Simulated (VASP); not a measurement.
Consider the following.

```
CELL_PARAMETERS angstrom
      3.95734    -2.15500     0.00000
      3.95734     2.15500     0.00000
      2.78382     0.00000     3.54329
ATOMIC_POSITIONS crystal
  Sb 0.23350 0.23350 0.23350
  Sb 0.76650 0.76650 0.76650
```

These are optB86b-vdW, VASP's PBE PAW potentials (set 64) (plane waves; VASP 6.6.1) values and carry that method's errors. Numerical set-up: 520 eV cut-off, 9×9×9 Γ-centred mesh, first-order Methfessel-Paxton smearing of 0.10 eV, potentials Sb.

Energy and stress use the plane-wave basis of the starting cell.

Question: The ions, cell shape and volume are relaxed. What does this cell relax into?

Answer: 
```
CELL_PARAMETERS angstrom
      3.97544    -2.18060    -0.00957
      3.97544     2.18060    -0.00957
      2.78798     0.00000     3.57580
ATOMIC_POSITIONS crystal
  Sb 0.23446 0.23446 0.23446
  Sb 0.76554 0.76554 0.76554
```
Space group R-3m (166), at a tolerance of 0.03 Å.

Question: How do energy and volume change from the first to the last step?

Answer: The energy (σ→0) changes by -6.5 meV/atom and the volume by +2.8 %, in 5 ionic steps.

The compound is Sb in the a7 structure. This run relaxes it. Symmetry was kept, so distortions that lower it aren't found.
